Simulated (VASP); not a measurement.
Data:

```
CoSi2
1.0
    0.00000     2.67340     2.67340
    2.67340     0.00000     2.67340
    2.67340     2.67340     0.00000
Co Si
1 2
Direct
  0.00000   0.00000   0.00000
  0.25000   0.25000   0.25000
  0.75000   0.75000   0.75000
```

All values below come from optB86b-vdW, VASP's PBE PAW potentials (set 64) (plane waves; VASP 6.6.1). Settings: 520 eV cut-off, 11×11×11 Γ-centred mesh, tetrahedra with Blöchl corrections, potentials Co Si.

Estimate the energy per atom (σ→0), band gap (on the k-mesh) with the smallest direct gap where there is one.

```yaml
band gap (on the k-mesh): none (metal, semimetal or under 0.01 eV)
energy per atom (σ→0): -4.889 eV/atom
```

The compound is CoSi2 in the fluorite structure. It was relaxed first. The run is not spin-polarised, so no magnetic state was tried. The electron count is odd and the run is not spin-polarised, which forces a metal.
